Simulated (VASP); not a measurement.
Given:

```xyz
2
Lattice="0.0000 2.4627 2.4627 2.4627 0.0000 2.4627 2.4627 2.4627 0.0000" Properties=species:S:1:pos:R:3 pbc="T T T"
Gd     0.0000     0.0000     0.0000
N      2.4627     2.4627     2.4627
```

Computed with PBEsol GGA, VASP's PBE PAW potentials (set 64) (plane waves; VASP). Run with 520 eV cut-off, Gaussian smearing of 0.050 eV, potentials Gd_3 N.

The 4f electrons are frozen in the core of the lanthanide potential, so 4f levels, which can set the real gap, and their magnetism are missing.

Task: Give the energies of bands 5 to 10 at the high-symmetry points, in eV from the Fermi level.

Result: 
```csv
band,Γ,X,U,L,W
5,0.05,-0.97,-2.12,-4.17,-2.22
6,0.05,-0.17,-1.25,-2.38,-1.22
7,0.05,-0.17,-1.17,-2.38,-1.22
8,3.04,-0.11,2.31,5.73,3.94
9,3.04,7.37,6.40,6.68,3.94
10,3.04,7.47,7.52,6.68,7.72
```

It has no gap at this level: it comes out as a metal or semimetal.

The compound is GdN in the rock salt structure. It was relaxed first.
